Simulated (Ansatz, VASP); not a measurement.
# Cross-check of Ti (Titanium) between VASP and Ansatz, part 2 of 2

Wanted: the spread between two codes on one cell, functional and k mesh. Of the first pair: The structure shown is the end of the Ansatz relaxation below.

VASP 6.6.1 and Ansatz 0.2.0.

So far. Step 3 (VASP: single point, LDA, pair 1): The run ends at a pressure of -1.69 GPa.

### 6. VASP: single point, LDA, pair 2

Level of this step: LDA; plane waves and PAW (Ti_sv) (VASP).

The same cell, functional (in two slightly different forms), mesh and smearing now go to VASP, with its own data sets.

Contents of INCAR:

```
SYSTEM = Ti
PREC = Accurate
ENCUT = 500
EDIFF = 1E-06
NELM = 120
ISMEAR = 1
SIGMA = 0.2
LREAL = .FALSE.
ALGO = Normal
GGA = PW92
NBANDS = 18
LASPH = .TRUE.
LORBIT = 11
LWAVE = .FALSE.
LCHARG = .FALSE.
ISIF = 2
GGA_COMPAT = .FALSE.
KPAR = 2
```

Contents of POSCAR:

```
Ti
1.0
    2.8270865748      0.0000000000      0.0000000000
   -1.4135432874      2.4483287924      0.0000000000
    0.0000000000      0.0000000000      4.7153537347
Ti
2
Direct
    0.3333326989      0.6666660323      0.2500000000
    0.6666660323      0.3333326989      0.7500000000
```

Contents of KPOINTS:

```
Automatic mesh
0
Gamma
18 18 12
0 0 0
```

Potentials, in the order of the species: Ti_sv (LDA family, release 64).

The run is started by

```bash
mpirun -np 2 vasp_std
```

Numbers of over 12 decimals in the logs are rounded to 6 here.

Log:

```text
[banner, memory and clock lines left out]
running    2 mpi-ranks, on    1 nodes
[...]
[... a notice as in an earlier step ...]

 LDA part: xc-table for (Slater(with rela. corr.)+PW92), standard interpolation
 POSCAR, INCAR and KPOINTS ok, starting setup
[...]
entering main loop
       N       E                     dE             d eps       ncg     rms          rms(c)
DAV:   1     0.251457129292E+03    0.25146E+03   -0.12982E+04  9332   0.163E+03
DAV:   2     0.102251173128E+02   -0.24123E+03   -0.23811E+03  9518   0.449E+02
DAV:   3    -0.178049550155E+02   -0.28030E+02   -0.27724E+02 17378   0.126E+02
DAV:   4    -0.189204415937E+02   -0.11155E+01   -0.11144E+01 10664   0.261E+01
[...]
DAV:  11    -0.170528553712E+02   -0.27260E-04   -0.19431E-04 11480   0.124E-01    0.406E-02
DAV:  12    -0.170528464928E+02    0.88784E-05   -0.42611E-05 10976   0.599E-02    0.434E-03
DAV:  13    -0.170528462106E+02    0.28220E-06   -0.21538E-06  8462   0.127E-02
   1 F= -.17052846E+02 E0= -.17054088E+02  d E =0.372601E-02
```

OUTCAR, selected parts (step 6):

```text
  Total       -0.0632695     -0.0632695     -1.1491865      0.0000000      0.0000000      0.0000000
  in kB       -3.1058578     -3.1058578    -56.4128390      0.0000000      0.0000000      0.0000000
  external PRESSURE =     -20.8748515 kB  Pullay stress =       0.0000000 kB

 POSITION                                       TOTAL-FORCE (eV/Angst)
 -----------------------------------------------------------------------------------
     -0.00000      1.63222      1.17884         0.000000      0.000000     -0.000000
      1.41354      0.81611      3.53652        -0.000000     -0.000000      0.000000
 -----------------------------------------------------------------------------------
    total drift:                                0.003428      0.005937     -0.000000

  FREE ENERGIE OF THE ION-ELECTRON SYSTEM (eV)
  ---------------------------------------------------
  free  energy   TOTEN  =       -17.0528462106 eV

  energy  without entropy=      -17.0565722235  energy(sigma->0) =      -17.05408821

[... 1 part as in an earlier step ...]

[... 2 further parts left out ...]
[key lines of the parts left out:]
E-fermi :   8.7585
```

The run ends at a pressure of -2.09 GPa.

### 7. Comparison

Both answers:

```tsv
quantity	Ansatz	VASP	difference
pressure (GPa)	-1.80	-2.09	+0.29
```

### 8. Ansatz: zone-centre phonons, LDA

Second derivatives magnify differences that forces hide, and they need a tight electronic threshold. The cell compared in this pair holds 30.90 Å³, against 32.64 Å³ for the pair before.

The cell is taken from a series of runs on this material, whose earlier steps may have relaxed, scaled, displaced or heated it; both programs get it as it stands.

Contents of input.yaml:

```yaml
crystal:
  lattice:
    - [2.749037806, 0.0, 0.0]
    - [-1.374518903, 2.380736576, 0.0]
    - [0.0, 0.0, 4.7211234595]
  atoms:
    - { symbol: Ti, position: [0.3333333333, 0.6666666667, 0.25] }
    - { symbol: Ti, position: [0.6666666667, 0.3333333333, 0.75] }
kpoints:
  mp_grid: { grid: [18, 18, 12] }
hamiltonian:
  xc: lda
  pseudopotentials: { kind: paw, azcp: { folder: soft_1 }, xc_functional: pbe }
scf:
  occupations: { method: methfessel_paxton, width: 0.2 }
output:
  eigenvalues: true
phonons:
  method: dfpt
```

The run is started by

```bash
ansatz run input.yaml --threads 4 --pin off --max-ram 10240MiB --backend cpu --events-out ev --progress --plain --runs-dir out
```

Log:

```text
zone centre: on kpoints.mp_grid the ground state, and the responses unless they are solved on pairs of k-points, stand on 637 of the mesh's 3888 k-points, reduced under 4 symmetry operations, with k and −k counted as one. Each operation leaves every solved displacement unchanged or reverses it
[...]
Crystal: 2 atoms, lattice volume = 30.899 Å³
[...]
k mesh reduced under 4 symmetry operations, with k and −k counted as one. Each operation leaves every solved displacement unchanged or reverses it
  ASR residual: 1.917e-5 → 0.000e0 eV/Å²; symmetrization residual: 3.529e-13 eV/Å²
  ASR residual per site (eV/Å²): 1.92e-5 1.92e-5
  Γ frequencies (cm⁻¹): 0.00 0.00 0.00 94.00 94.00 237.90
  non-analytic LO–TO correction: not included (Born effective charges unavailable; polar crystals: no LO–TO splitting at Γ)
[key lines of the parts left out:]
SCF converged after 8 iterations
Free energy (F): -4900.549770 eV
Fermi energy:    14.866418 eV
```

### 9. VASP: zone-centre phonons, LDA

The same cell, functional (in two slightly different forms), mesh and smearing now go to VASP, with its own data sets.

Edit INCAR of step 6 so:

```diff
@@ -3,3 +3,3 @@
 ENCUT = 500
-EDIFF = 1E-06
+EDIFF = 1E-08
 NELM = 120
@@ -16,2 +16,3 @@
 ISIF = 2
+IBRION = 8
 GGA_COMPAT = .FALSE.
```

Contents of POSCAR:

```
Ti
1.0
    2.7490378060      0.0000000000      0.0000000000
   -1.3745189030      2.3807365760      0.0000000000
    0.0000000000      0.0000000000      4.7211234595
Ti
2
Direct
    0.3333333334      0.6666666668      0.2500000000
    0.6666666668      0.3333333334      0.7500000000
```

KPOINTS is that of step 6.

The run is started by

```bash
mpirun -np 2 vasp_std
```

Log:

```text
[... set-up lines as in an earlier step ...]
 entering main loop
       N       E                     dE             d eps       ncg     rms          rms(c)
DAV:   1     0.253550005723E+03    0.25355E+03   -0.13016E+04  9332   0.165E+03
DAV:   2     0.105588462958E+02   -0.24299E+03   -0.23983E+03  9520   0.452E+02
DAV:   3    -0.176123927358E+02   -0.28171E+02   -0.27750E+02 17426   0.126E+02
DAV:   4    -0.186656847364E+02   -0.10533E+01   -0.10521E+01 10656   0.257E+01
[...]
DAV:  14    -0.170123918302E+02   -0.53344E-06   -0.61179E-07 10010   0.768E-03    0.155E-04
DAV:  15    -0.170123918062E+02    0.23927E-07   -0.44942E-08  9756   0.119E-03    0.870E-05
DAV:  16    -0.170123918131E+02   -0.68330E-08   -0.16687E-09  5298   0.488E-04
   1 F= -.17012392E+02 E0= -.17013322E+02  d E =0.278941E-02
 Linear response reoptimize wavefunctions to high precision
DAV:   1    -0.170123918160E+02   -0.29377E-08   -0.60119E-10  5476   0.252E-04
DAV:   2    -0.170123918160E+02   -0.14552E-10   -0.25264E-10  5214   0.150E-04
 Linear response DOF=           2
 Linear response progress:
[...]
RMM:  19    -0.487169688646E+00   -0.37212E-07   -0.78449E-07102851   0.270E-04    0.148E-05
RMM:  20    -0.487169739658E+00   -0.51012E-07   -0.52501E-07105491   0.232E-04    0.138E-05
RMM:  21    -0.487169768826E+00   -0.29168E-07   -0.52107E-07102076   0.206E-04    0.157E-05
 first order change of Fermi-energy   0.68062E-04
 force on displaced ion       1 direction 1 :  -0.773  -0.000   0.000
 Linear response progress:
  Degree of freedom:   2/  2
       N       E                     dE             d eps       ncg     rms          rms(c)
RMM:   1    -0.694394287381E+00   -0.69439E+00    0.29651E+01 14258   0.137E+02
RMM:   2    -0.657813474360E+00    0.36581E-01   -0.31942E-01 25814   0.464E+00    0.311E-01
RMM:   3    -0.655538747120E+00    0.22747E-02   -0.25613E-02 28053   0.134E+00    0.136E-01
RMM:   4    -0.657216987096E+00   -0.16782E-02   -0.11206E-02 32541   0.592E-01    0.515E-02
[...]
RMM:  18    -0.659350895518E+00   -0.11077E-06   -0.19546E-07 34619   0.543E-04    0.349E-05
RMM:  19    -0.659351049098E+00   -0.15358E-06   -0.19219E-07 35140   0.474E-04    0.345E-05
RMM:  20    -0.659351134961E+00   -0.85864E-07    0.25707E-08 33694   0.426E-04    0.328E-05
 first order change of Fermi-energy  -0.26093E-03
 force on displaced ion       1 direction 3 :   0.000  -0.000  -4.966
 Linear response finished
```

Parts of OUTCAR (step 9):

```text
  Total        1.4395364      1.4395364     -0.0716637      0.0000000     -0.0000000      0.0000000
  in kB       74.6441578     74.6441578     -3.7159693      0.0000000     -0.0000000      0.0000000
  external PRESSURE =      48.5241154 kB  Pullay stress =       0.0000000 kB

 POSITION                                       TOTAL-FORCE (eV/Angst)
 -----------------------------------------------------------------------------------
      0.00000      1.58716      1.18028        -0.000000      0.000000      0.000000
      1.37452      0.79358      3.54084         0.000000     -0.000000      0.000000
 -----------------------------------------------------------------------------------
    total drift:                               -0.000000     -0.000000      0.000000

[... 1 part as in an earlier step ...]

[... 1 further part left out ...]
```

### 10. Differences

Compared:

```tsv
quantity	Ansatz	VASP	difference
optical mode 1 to 2 (cm⁻¹)	94.0	93.7	+0.31 %
optical mode 3 (cm⁻¹)	237.9	237.5	+0.17 %
```

Modes are paired by rising frequency, not by their patterns, so a pair may set unlike modes beside each other; they are those without the splitting of longitudinal modes.

### 11. Outcome

```json
{
  "difference in pressure (single point, LDA, pair 1)": "0.29 GPa",
  "difference in pressure (single point, LDA, pair 2)": "0.29 GPa",
  "r.m.s. difference of the optical zone-centre modes, each program's sorted by frequency (zone-centre phonons, LDA)": "0.33 cm⁻¹"
}
```

The difference in pressure is 0.29 GPa (single point, LDA, pair 1), within the 1 GPa picked in this series as the mark of a large difference. How closely two codes agree says nothing of how well the functional describes the real material.

[Lines on the potential files, build, host, timing and source positions are cut from VASP's logs without a mark.]

[Logs are printed without paths, hosts, clocks, repeated set-up lines and the standing remarks that a program may print on its own settings, such as how far it seeks lower states.]

[Hosts, paths, dates, database ids (printed as entryN), source tags and the programs' standing remarks are cut or masked in the printed files.]
